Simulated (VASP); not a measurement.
Data:

```
CELL_PARAMETERS angstrom
      0.00000     3.24000     3.24000
      3.24000     0.00000     3.24000
      3.24000     3.24000     0.00000
ATOMIC_POSITIONS crystal
  In 0.00000 0.00000 0.00000
  Sb 0.25000 0.25000 0.25000
```

Level of theory: PBE GGA, VASP's PBE PAW potentials (set 64) (plane waves; VASP). Settings: PREC = Normal, 500 eV cut-off, 4×4×4 Γ-centred mesh, Gaussian smearing of 0.010 eV, potentials In_d_GW Sb_d_GW.

Problem. Give the stress tensor in GPa (positive for a compressed cell).

Solution. 
```
3.58  0.00  0.00
0.00  3.58  0.00
0.00  0.00  3.58
```
The pressure is its mean diagonal, 3.58 GPa.

The compound is InSb in the zinc blende structure. The cell was not relaxed at this level. The k-mesh is coarse (spacing up to 0.42 per Å, 2π included), so the numbers may not be converged in it.
